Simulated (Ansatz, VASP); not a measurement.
# Sb (linear Sb chain) in two plane-wave programs, part 2 of 2

One calculation is typed for both programs; each brings its own data sets. How far apart do they land? The cell is taken from a series of runs on this material, whose earlier steps may have relaxed, scaled, displaced or heated it; both programs get it as it stands.

VASP 6.6.1 and Ansatz 0.2.0.

So far: Set-up; Ansatz: single point, PBEsol, pair 1; VASP: single point, PBEsol, pair 1; Comparison; Ansatz: single point, PBEsol, pair 2.

### 6. VASP: single point, PBEsol, pair 2

Level of this step: PBEsol, zero-moment start; plane waves and PAW (Sb) (VASP).

The same cell, functional, mesh and smearing now go to VASP, with its own data sets.

Contents of INCAR:

```
SYSTEM = Sb
PREC = Accurate
ENCUT = 500
EDIFF = 1E-06
NELM = 200
ISMEAR = -1
SIGMA = 0.05
LREAL = .FALSE.
ALGO = Normal
GGA = PS
NBANDS = 9
ISPIN = 2
MAGMOM = 0
LORBIT = 11
LWAVE = .FALSE.
LCHARG = .FALSE.
ISIF = 2
LASPH = .TRUE.
GGA_COMPAT = .FALSE.
```

Contents of POSCAR:

```
Sb
1.0
    7.5000000000      0.0000000000      0.0000000000
    0.0000000000      7.5000000000      0.0000000000
    0.0000000000      0.0000000000      2.4711666926
Sb
1
Direct
    0.5000000000      0.5000000000      0.0000000000
```

Contents of KPOINTS:

```
Automatic mesh
0
Gamma
1 1 33
0 0 0
```

The projector-augmented-wave data sets are Sb (PBE family, release 64).

On the command line:

```bash
mpirun -np 1 vasp_std
```

Numbers of over 12 decimals in the logs are rounded to 6 here.

What it wrote:

```text
[banner, memory and clock lines left out]
running    1 mpi-ranks, on    1 nodes
[...]
[... a notice as in an earlier step ...]

 LDA part: xc-table for (Slater+PW92), standard interpolation
 POSCAR, INCAR and KPOINTS ok, starting setup
[...]
entering main loop
       N       E                     dE             d eps       ncg     rms          rms(c)
DAV:   1     0.192161585765E+02    0.19216E+02   -0.13790E+03   612   0.308E+02
DAV:   2    -0.188040439619E+01   -0.21097E+02   -0.17158E+02   747   0.526E+01
DAV:   3    -0.295785618200E+01   -0.10775E+01   -0.10676E+01   779   0.151E+01
DAV:   4    -0.297366430326E+01   -0.15808E-01   -0.15805E-01   769   0.229E+00
[...]
DAV:  14    -0.291164065207E+01   -0.16833E-05   -0.10573E-07   659   0.201E-03    0.124E-03
DAV:  15    -0.291164252662E+01   -0.18746E-05   -0.25262E-07   619   0.277E-03    0.483E-04
DAV:  16    -0.291164258384E+01   -0.57221E-07   -0.19153E-09   659   0.301E-04
   1 F= -.29116426E+01 E0= -.29076155E+01  d E =-.805424E-02  mag=     0.0000
```

Parts of OUTCAR (step 6):

```text
  Total        0.1753433      0.1753433      7.2933427      0.0000000      0.0000000     -0.0000000
  in kB        2.0210410      2.0210410     84.0645006      0.0000000      0.0000000     -0.0000000
  external PRESSURE =      29.3688609 kB  Pullay stress =       0.0000000 kB

  FREE ENERGIE OF THE ION-ELECTRON SYSTEM (eV)
  ---------------------------------------------------
  free  energy   TOTEN  =        -2.9116425838 eV

  energy  without entropy=       -2.9035883476  energy(sigma->0) =       -2.90761547

 magnetization (x)
# of ion       s       p       d       tot
------------------------------------------
    1       -0.000   0.000   0.000   0.000

[... 1 part as in an earlier step ...]

[... 3 further parts left out ...]
[key lines of the parts left out:]
E-fermi :  -2.1658
```

### 7. Differences

What differs besides the data sets and the points named for the pairs above, as far as they apply: the data sets hold 15 valence electrons in Ansatz (on its default PAW (the set named soft_2) files) and 5 in VASP. Total energies have different zeros and are not compared.

Compared:

```csv
quantity,Ansatz,VASP,difference
pressure (GPa),2.85,2.94,-0.09
```

### 8. Ansatz: single point, PBEsol, pair 3

With cell and atoms fixed, the geometry can't cause a difference; cores, projectors, grids and the points listed under the comparison can. The cell compared in this pair holds 151.09 Å³, against 139.00 Å³ for the pair before.

The cell is taken from a series of runs on this material, whose earlier steps may have relaxed, scaled, displaced or heated it; both programs get it as it stands.

Contents of input.yaml:

```yaml
crystal:
  lattice:
    - [7.5, 0.0, 0.0]
    - [0.0, 7.5, 0.0]
    - [0.0, 0.0, 2.6860507528]
  atoms:
    - { symbol: Sb, position: [0.5, 0.5, 0.0], spin: 0.3 }
magnetization:
  spin_polarized: true
kpoints:
  mp_grid: { grid: [1, 1, 30] }
scf:
  occupations: { method: fermi_dirac, width: 0.05 }
hamiltonian:
  xc: pbesol
output:
  transmission:
    e_range: [-2, 2]
    de: 0.035
    kmesh: [1, 1]
    reduced_basis: true
    leads: [[0, 0]]
  stress: true
```

On the command line:

```bash
ansatz run input.yaml --threads 4 --pin off --max-ram 8192MiB --backend cpu --events-out ev --progress --plain --runs-dir out
```

What it wrote:

```text
[...]
Crystal: 1 atoms, lattice volume = 151.090 Å³
Basis set: ecut = 420 eV, 3017 PW (Γ)
Bands: 12, of which v1, the nominal top of the filled ones, is band 8 counted from 1 (7 counted from 0)
Symmetry: 16 space group operations
[...]
k-points: 16 of 30
[...]
Starting moments: Σ|m| = 0.3 μB on 1 of 1 site
[...]
--- Transmission ---
  basis      : 497 plane waves across, 4 finite elements along
  points     : 1, standing for a mesh of 1 x 1
[...]
crystal 0  : Sb1, at the sites [0, 0], period 2.6861 Å: whole cells are its period
[...]
filled         : 36.5 meV under the level at which it is neutral
    channels       : 3.000000e0 up, 3.000000e0 down
[...]
[key lines of the parts left out:]
SCF converged after 12 iterations
Magnetization: 0.0000 μB (7.5000 up, 7.5000 down)
Free energy (F): -6406.719347 eV
Fermi energy:    -2.012670 eV
P = ⅓ Tr σ = 0.2537 GPa (2.537 kbar)
```

### 9. VASP: single point, PBEsol, pair 3

The same cell, functional, mesh and smearing now go to VASP, with its own data sets.

INCAR is that of step 6.

Changes to POSCAR since step 6:

```diff
@@ -4,3 +4,3 @@
     0.0000000000      7.5000000000      0.0000000000
-    0.0000000000      0.0000000000      2.4711666926
+    0.0000000000      0.0000000000      2.6860507528
 Sb
```

Contents of KPOINTS:

```
Automatic mesh
0
Gamma
1 1 30
0 0 0
```

On the command line:

```bash
mpirun -np 1 vasp_std
```

What it wrote:

```text
[... set-up lines as in an earlier step ...]
 entering main loop
       N       E                     dE             d eps       ncg     rms          rms(c)
DAV:   1     0.186173736246E+02    0.18617E+02   -0.13080E+03   576   0.298E+02
DAV:   2    -0.207400843377E+01   -0.20691E+02   -0.17129E+02   716   0.495E+01
DAV:   3    -0.321149213385E+01   -0.11375E+01   -0.11184E+01   698   0.151E+01
DAV:   4    -0.322866621455E+01   -0.17174E-01   -0.17171E-01   731   0.236E+00
[...]
DAV:  14    -0.318969509058E+01   -0.11749E-05   -0.48819E-08   609   0.131E-03    0.509E-04
DAV:  15    -0.318969637924E+01   -0.12887E-05   -0.16252E-07   596   0.209E-03    0.297E-04
DAV:  16    -0.318969640925E+01   -0.30015E-07   -0.36760E-09   618   0.372E-04
   1 F= -.31896964E+01 E0= -.31880719E+01  d E =-.324910E-02  mag=     0.0000
```

Parts of OUTCAR (step 9):

```text
  Total        0.1925412      0.1925412      0.4442106      0.0000000     -0.0000000      0.0000000
  in kB        2.0417267      2.0417267      4.7104536      0.0000000     -0.0000000      0.0000000
  external PRESSURE =       2.9313023 kB  Pullay stress =       0.0000000 kB

 POSITION                                       TOTAL-FORCE (eV/Angst)
 -----------------------------------------------------------------------------------
      3.75000      3.75000      0.00000         0.000000      0.000000      0.000000
 -----------------------------------------------------------------------------------
    total drift:                                0.000000     -0.000000      0.000000

  FREE ENERGIE OF THE ION-ELECTRON SYSTEM (eV)
  ---------------------------------------------------
  free  energy   TOTEN  =        -3.1896964093 eV

  energy  without entropy=       -3.1864473062  energy(sigma->0) =       -3.18807186

 magnetization (x)
# of ion       s       p       d       tot
------------------------------------------
    1        0.000   0.000  -0.000   0.000

[... 3 further parts left out ...]
[key lines of the parts left out:]
E-fermi :  -2.5673
```

### 10. Side by side

What differs besides the data sets and the points named for the pairs above, as far as they apply: the data sets hold 15 valence electrons in Ansatz (on its default PAW (the set named soft_2) files) and 5 in VASP. Total energies have different zeros and are not compared.

Compared:

```csv
quantity,Ansatz,VASP,difference
pressure (GPa),0.25,0.29,-0.04
```

### 11. Results

```
difference in pressure (single point, PBEsol, pair 1) : -0.094 GPa
difference in pressure (single point, PBEsol, pair 2) : -0.090 GPa
difference in pressure (single point, PBEsol, pair 3) : -0.039 GPa
```

**Reading.** The difference in pressure is -0.094 GPa (single point, PBEsol, pair 1), within the 1 GPa picked in this series as the mark of a large difference. The data sets hold unlike numbers of valence electrons (15 in Ansatz and 5 in VASP), so part of the differences comes from the potentials. 5 further runs of this series are not shown here. Such differences can come from data sets, numerical settings and the points named under the comparisons, not from the functional's error against experiment.

[Lines on the potential files, build, host, timing and source positions are cut from VASP's logs without a mark.]

[Logs are printed without paths, hosts, clocks, repeated set-up lines and the standing remarks that a program may print on its own settings, such as how far it seeks lower states.]

[Hosts, paths, dates, database ids (printed as entryN), source tags and the programs' standing remarks are cut or masked in the printed files.]
